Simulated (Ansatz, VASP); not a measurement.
# AlGaN2: VASP beside Ansatz, part 3 of 3

One calculation is typed for both programs; each brings its own data sets. How far apart do they land? The cell is taken from a series of runs on this material, whose earlier steps may have relaxed, scaled, displaced or heated it; both programs get it as it stands.

VASP 6.6.1 and Ansatz 0.2.0.

So far: Set-up; Ansatz: zone-centre phonons, LDA; VASP: zone-centre phonons, LDA.

## 3. VASP: zone-centre phonons, LDA (continued)

Level of this step: LDA; plane waves and PAW (Al, Ga_d, N) (VASP).

Numbers of over 12 decimals in the logs are rounded to 6 here.

From OUTCAR (step 3):

```text
NELECT = 25.4

 ion  position               nearest neighbor table
   1  0.000  0.000  0.999-   4 1.88   3 1.89   3 1.89   3 1.89   2 3.09   2 3.09   2 3.09   2 3.11
                             2 3.11   2 3.11
   2  0.667  0.333  0.497-   4 1.92   4 1.92   4 1.92   3 1.94   1 3.09   1 3.09   1 3.09   1 3.11
                             1 3.11   1 3.11
   3  0.667  0.333  0.113-   1 1.89   1 1.89   1 1.89   2 1.94
   4  0.000  0.000  0.627-   1 1.88   2 1.92   2 1.92   2 1.92

  LATTYP: Found a hexagonal cell.
 ALAT       =     3.1191540346
 C/A-ratio  =     1.6199580051

 Subroutine GETGRP returns: Found  6 space group operations
 (whereof  6 operations were pure point group operations)

The static configuration has the point symmetry C_3v.

 Found    131 irreducible k-points:

   k-points           NKPTS =    131   k-points in BZ     NKDIM =    131   number of bands    NBANDS=     18

   dimension x,y,z NGX =    28 NGY =   28 NGZ =   40
   dimension x,y,z NGXF=    56 NGYF=   56 NGZF=   80

   ENCUT  =  600.0 eV  44.10 Ry    6.64 a.u.   6.23  6.23 10.09*2*pi/ulx,y,z

 k-points in reciprocal lattice and weights: Automatic mesh
   0.00000000  0.00000000  0.00000000       0.001
   0.08333333 -0.00000000  0.00000000       0.005
   0.16666667 -0.00000000  0.00000000       0.005
   0.25000000 -0.00000000  0.00000000       0.005
   0.33333333 -0.00000000  0.00000000       0.005
   0.41666667 -0.00000000  0.00000000       0.005
   0.50000000 -0.00000000  0.00000000       0.003
   0.08333333  0.08333333  0.00000000       0.005
   0.16666667  0.08333333  0.00000000       0.010
[...]
0.33333333  0.25000000  0.50000000       0.010
   0.33333333  0.33333333  0.50000000       0.002

 average (electrostatic) potential at core
       1 -70.1616       2 -63.8451       3 -60.9824       4 -61.7007

  Total       -5.9498636     -5.9498636     -6.0513483      0.0000000     -0.0000000     -0.0000000
  in kB     -223.9096128   -223.9096128   -227.7287588      0.0000000     -0.0000000     -0.0000000
  external PRESSURE =    -225.1826614 kB  Pullay stress =       0.0000000 kB

  energy-cutoff  :      600.00
  volume of cell :       42.57
      direct lattice vectors                 reciprocal lattice vectors
     3.119154035 -0.000000286  0.000000000     0.320599766  0.185098322  0.000000000
    -1.559576769  2.701266775  0.000000000     0.000000034  0.370196703  0.000000000
     0.000000000  0.000000000  5.052898547     0.000000000  0.000000000  0.197906210

 POSITION                                       TOTAL-FORCE (eV/Angst)
 -----------------------------------------------------------------------------------
      0.00000      0.00000      5.05034        -0.000000      0.000000      0.430602
      1.55958      0.90042      2.51220        -0.000000     -0.000000     -0.458417
      1.55958      0.90042      0.57031         0.000000     -0.000000      0.208278
      0.00000      0.00000      3.16745         0.000000      0.000000     -0.180463
 -----------------------------------------------------------------------------------
    total drift:                               -0.000000      0.000000      0.000682

 Eigenvectors and eigenvalues of the dynamical matrix
 ----------------------------------------------------

   1 f  =   20.788056 THz   130.615209 2PiTHz  693.414916 cm-1    85.972454 meV
             X         Y         Z           dx          dy          dz
      0.000000  0.000000  5.050340     0.000000    0.000000   -0.243659
      1.559577  0.900422  2.512203    -0.000000   -0.000000    0.018689
      1.559577  0.900422  0.570309    -0.000000   -0.000000   -0.521175
      0.000000  0.000000  3.167450     0.000000    0.000000    0.817715

   2 f  =   19.147137 THz   120.305007 2PiTHz  638.679727 cm-1    79.186158 meV
             X         Y         Z           dx          dy          dz
      0.000000  0.000000  5.050340    -0.486577    0.252499   -0.000000
      1.559577  0.900422  2.512203     0.039275   -0.020381   -0.000000
      1.559577  0.900422  0.570309     0.727955   -0.377757    0.000000
      0.000000  0.000000  3.167450    -0.140092    0.072698    0.000000

   3 f  =   19.147137 THz   120.305007 2PiTHz  638.679727 cm-1    79.186158 meV
             X         Y         Z           dx          dy          dz
      0.000000  0.000000  5.050340     0.252499    0.486577    0.000000
      1.559577  0.900422  2.512203    -0.020381   -0.039275    0.000000
      1.559577  0.900422  0.570309    -0.377757   -0.727955    0.000000
      0.000000  0.000000  3.167450     0.072698    0.140092   -0.000000

   4 f  =   16.603227 THz   104.321152 2PiTHz  553.824039 cm-1    68.665399 meV
             X         Y         Z           dx          dy          dz
      0.000000  0.000000  5.050340     0.000000   -0.000000   -0.561504
      1.559577  0.900422  2.512203     0.000000   -0.000000   -0.130020
      1.559577  0.900422  0.570309    -0.000000    0.000000    0.753631
      0.000000  0.000000  3.167450    -0.000000    0.000000    0.315987

   5 f  =   16.112839 THz   101.239956 2PiTHz  537.466470 cm-1    66.637319 meV
             X         Y         Z           dx          dy          dz
      0.000000  0.000000  5.050340     0.115417   -0.059893    0.000000
      1.559577  0.900422  2.512203     0.333798   -0.173216    0.000000
      1.559577  0.900422  0.570309    -0.096469    0.050060   -0.000000
      0.000000  0.000000  3.167450    -0.808577    0.419591   -0.000000

   6 f  =   16.112839 THz   101.239956 2PiTHz  537.466470 cm-1    66.637319 meV
             X         Y         Z           dx          dy          dz
      0.000000  0.000000  5.050340     0.059893    0.115417   -0.000000
      1.559577  0.900422  2.512203     0.173216    0.333798   -0.000000
      1.559577  0.900422  0.570309    -0.050060   -0.096469    0.000000
      0.000000  0.000000  3.167450    -0.419591   -0.808577    0.000000

   7 f  =   10.721337 THz    67.364147 2PiTHz  357.625307 cm-1    44.339867 meV
             X         Y         Z           dx          dy          dz
      0.000000  0.000000  5.050340    -0.000000   -0.000000    0.639494
      1.559577  0.900422  2.512203    -0.000000   -0.000000   -0.650926
      1.559577  0.900422  0.570309     0.000000    0.000000    0.219399
      0.000000  0.000000  3.167450     0.000000    0.000000    0.345265

   8 f  =    5.095155 THz    32.013800 2PiTHz  169.956060 cm-1    21.071856 meV
             X         Y         Z           dx          dy          dz
      0.000000  0.000000  5.050340     0.606168   -0.314562   -0.000000
      1.559577  0.900422  2.512203    -0.483978    0.251153   -0.000000
      1.559577  0.900422  0.570309     0.400295   -0.207727   -0.000000
      0.000000  0.000000  3.167450    -0.161029    0.083564   -0.000000

   9 f  =    5.095155 THz    32.013800 2PiTHz  169.956060 cm-1    21.071856 meV
             X         Y         Z           dx          dy          dz
      0.000000  0.000000  5.050340    -0.314562   -0.606168    0.000000
      1.559577  0.900422  2.512203     0.251153    0.483978   -0.000000
      1.559577  0.900422  0.570309    -0.207727   -0.400295    0.000000
      0.000000  0.000000  3.167450     0.083564    0.161029   -0.000000

  10 f/i=    0.000632 THz     0.003970 2PiTHz    0.021075 cm-1     0.002613 meV
             X         Y         Z           dx          dy          dz
      0.000000  0.000000  5.050340     0.000000   -0.000000    0.465179
      1.559577  0.900422  2.512203     0.000000   -0.000000    0.747691
      1.559577  0.900422  0.570309     0.000000   -0.000000    0.335085
      0.000000  0.000000  3.167450     0.000000   -0.000000    0.335091

  11 f/i=    0.001473 THz     0.009257 2PiTHz    0.049144 cm-1     0.006093 meV
             X         Y         Z           dx          dy          dz
      0.000000  0.000000  5.050340     0.409826   -0.219621   -0.000000
      1.559577  0.900422  2.512203     0.659182   -0.353247   -0.000000
      1.559577  0.900422  0.570309     0.295219   -0.158204   -0.000000
      0.000000  0.000000  3.167450     0.295402   -0.158302   -0.000000

  12 f/i=    0.001473 THz     0.009257 2PiTHz    0.049144 cm-1     0.006093 meV
             X         Y         Z           dx          dy          dz
      0.000000  0.000000  5.050340    -0.219621   -0.409826   -0.000000
      1.559577  0.900422  2.512203    -0.353247   -0.659182   -0.000000
      1.559577  0.900422  0.570309    -0.158204   -0.295219   -0.000000
      0.000000  0.000000  3.167450    -0.158302   -0.295402   -0.000000

 ELASTIC MODULI CONTR FROM IONIC RELAXATION (kBar)
 Direction    XX          YY          ZZ          XY          YZ          ZX
 --------------------------------------------------------------------------------
 XX       -1172.8387    398.6711    736.3499      0.0000     46.7741      0.0000
 YY         398.6711  -1172.8387    736.3499      0.0000    -46.7741     -0.0000
 ZZ         736.3499    736.3499  -1445.4913     -0.0000      0.0000     -0.0000
 XY           0.0000      0.0000     -0.0000   -785.7549     -0.0000     48.8178
 YZ          46.7741    -46.7741      0.0000     -0.0000   -259.6373      0.0000
 ZX           0.0000     -0.0000     -0.0000     48.8178      0.0000   -266.3597
 --------------------------------------------------------------------------------
```

The cell is charged against a uniform background.

## 4. Comparison

Known differences besides the potentials themselves: the two LDA forms differ slightly; the cutoff is 420 eV in Ansatz and 600 eV in VASP; VASP's log shows a relativistic correction to its local exchange, Ansatz's none. Total energies have different zeros and are not compared.

Compared:

```csv
quantity,Ansatz,VASP,difference
optical mode 1 to 2 (cm⁻¹),170.7,170.0,+0.41 %
optical mode 3 (cm⁻¹),355.4,357.6,-0.62 %
optical mode 4 to 5 (cm⁻¹),531.8,537.5,-1.06 %
optical mode 6 (cm⁻¹),548.1,553.8,-1.04 %
optical mode 7 to 8 (cm⁻¹),631.7,638.7,-1.09 %
optical mode 9 (cm⁻¹),689.2,693.4,-0.61 %
```

Modes are paired by rising frequency, not by their patterns, so a pair may set unlike modes beside each other; they are those without the splitting of longitudinal modes. The cell carries a charge of +0.6 e against a uniform background, so its pressure also hangs on how the neutralising background is counted, and in a defect's cell a gap may be the spacing between its levels.

## 5. What came out

```json
{"r.m.s. difference of the optical zone-centre modes, each program's sorted by frequency (zone-centre phonons, LDA)": "4.9 cm⁻¹", "difference in optical mode 7 to 8 (zone-centre phonons, LDA)": "-1.1 %"}
```

What this shows: The r.m.s. difference of the optical zone-centre modes, each program's sorted by frequency is 4.9 cm⁻¹ (zone-centre phonons, LDA). Among the rows given in per cent, the largest difference of the zone-centre phonons, LDA pair is in optical mode 7 to 8, -1.1 %. 1 further run of this series is not shown here. Such differences can come from data sets, numerical settings and the points named under the comparisons, not from the functional's error against experiment.

[Lines on the potential files, build, host, timing and source positions are cut from VASP's logs without a mark.]

[Logs are printed without paths, hosts, clocks, repeated set-up lines and the standing remarks that a program may print on its own settings, such as how far it seeks lower states.]

[Hosts, paths, dates, database ids (printed as entryN), source tags and the programs' standing remarks are cut or masked in the printed files.]
